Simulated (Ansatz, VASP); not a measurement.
## One calculation of AlCl5, two programs

Contents of INCAR:

```
PREC = Accurate
ENCUT = 520
EDIFF = 1E-6
ISMEAR = 0
SIGMA = 0.1
LREAL = F
LASPH = T
NELM = 60
ALGO = Normal
ISIF = 2
LWAVE = F
LCHARG = F
GGA = PE
NBANDS = 28
```

File KPOINTS:

```
regular mesh
0
Gamma
  4 4 4
```

POSCAR

```
AlCl5
1.0
    6.1715444600      0.0000000000      0.0000000000
    0.0000000000      6.1715444600      0.0000000000
    0.0000000000      0.0000000000      4.7435777200
Al Cl
1 5
Direct
    0.0000000000      0.0000000000      0.8650369300
    0.3008181700      0.0000000000      0.7858675200
    0.6991818300      0.0000000000      0.7858675200
    0.0000000000      0.3008181700      0.7858675200
    0.0000000000      0.6991818300      0.7858675200
    0.5000000000      0.5000000000      0.1026949900
```

Input for Ansatz:

```yaml
crystal:
  lattice:
    - [6.17154446, 0.0, 0.0]
    - [0.0, 6.17154446, 0.0]
    - [0.0, 0.0, 4.74357772]
  atoms:
    - { symbol: Al, position: [0.0, 0.0, 0.86503693] }
    - { symbol: Cl, position: [0.30081817, 0.0, 0.78586752] }
    - { symbol: Cl, position: [0.69918183, 0.0, 0.78586752] }
    - { symbol: Cl, position: [0.0, 0.30081817, 0.78586752] }
    - { symbol: Cl, position: [0.0, 0.69918183, 0.78586752] }
    - { symbol: Cl, position: [0.5, 0.5, 0.10269499] }
basis:
  ecutwfc: 420
kpoints:
  mp_grid: { grid: [4, 4, 4] }
hamiltonian:
  xc: pbe
scf:
  occupations: { method: gaussian, width: 0.1 }
  lower_state_search: "off"
output:
  forces: true
  stress: true
  eigenvalues: true
```

Alike in both runs: task single point; functional PBE; k mesh 4 × 4 × 4; occupations gaussian, width 0.1 eV; no spin polarisation.

```csv
,VASP,Ansatz
version,VASP 6.6.1,Ansatz 0.2.0
potentials or method,"VASP PAW PBE potentials, release 64 (Al, Cl)","scalar-relativistic, plane waves, PAW"
plane-wave cutoff (eV),520,420
valence electrons in the cell,38,38
```

Ansatz gave:

- gap on the k mesh at the Fermi level (eV): none
- pressure (GPa): 21.2
- largest component of the traceless stress (GPa): 19.94
- rms of the force components (eV/Å): 2.916

Problem. Which values does VASP return?

Solution. gap on the k mesh at the Fermi level (eV): none; pressure (GPa): 21.1; largest component of the traceless stress (GPa): 19.86; rms of the force components (eV/Å): 2.907.

Atom by atom the forces differ by 0.010 eV/Å (rms over components). A gap of «none» marks a metal or a gap that the smearing closes. With one functional, cell and mesh, what is left measures potentials, basis and numerics.

Caveats: so large a pressure means that the cell lies far from this level's equilibrium, or that cutoff or potentials fall short (VASP); this functional lacks dispersion, which binds the layers, so the pressure and a relaxed spacing across them are unreliable; forces of over 1 eV/Å show positions far from the minimum, so gaps and moduli don't describe the material at rest.
